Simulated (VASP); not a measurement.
An input for Quantum ESPRESSO's pw.x (written as the equivalent of a VASP run, and not itself run):

```
&CONTROL
  calculation = 'scf'
  pseudo_dir = './pseudo'
  outdir = './out'
  tprnfor = .true.
  tstress = .true.
/
&SYSTEM
  ibrav = 0
  nat = 2
  ntyp = 2
  ecutwfc = 82
  occupations = 'tetrahedra'
  input_dft = 'vdw-df-obk8'
/
&ELECTRONS
  conv_thr = 7.3e-09
  electron_maxstep = 100
/
ATOMIC_SPECIES
  W 183.840 W.upf
  C 12.011 C.upf
CELL_PARAMETERS angstrom
     1.4646354   -2.5368229    0.0000000
     1.4646354    2.5368229    0.0000000
     0.0000000    0.0000000    2.8533105
ATOMIC_POSITIONS crystal
  W    0.0000000  0.0000000  0.0000000
  C    0.3333330  0.6666670  0.5000000
K_POINTS automatic
  16 16 14 0 0 0
```

Translate this input to VASP (INCAR, KPOINTS, POSCAR, choice of POTCAR).

This is not unique; one that fits is 
**KPOINTS**
```
kpoints
0
Gamma
  16 16 14
0 0 0
```

### POSCAR
```
WC
2.9292710
  0.4999999531  -0.8660253487   0.0000000000
  0.4999999531   0.8660253487   0.0000000000
  0.0000000000   0.0000000000   0.9740684684
W C
1 1
Cartesian
  0.0000000000   0.0000000000   0.0000000000
  0.4999999531   0.2886756936   0.4870342342
```

INCAR:
```
# general
SYSTEM   = WC
PREC     = Accurate
ENCUT    = 520
LREAL    = .FALSE.
LASPH    = .TRUE.

# electronic loop
EDIFF    = 1E-7
NELM     = 100
ALGO     = Normal
LMAXMIX  = 6

# smearing
ISMEAR   = -5

# functional
GGA      = BO
LUSE_VDW = .TRUE.
AGGAC    = 0.0
PARAM1   = 0.1833333333
PARAM2   = 0.22

# ions
ISIF     = 2

# output
LWAVE    = .FALSE.
LCHARG   = .TRUE.
LORBIT   = 11
NEDOS    = 601
```

POTCAR, in this order: W_sv C (PBE.64 set). Program: vasp_std.

What does not carry over: the potentials are each code's own (VASP's PAW set, PseudoDojo norm-conserving files in pw.x), so ENCUT and ecutwfc are chosen apart and not converted; conv_thr bounds pw.x's estimated SCF error, while EDIFF bounds the energy change between steps.

The compound is WC in the wc structure. It was relaxed first.
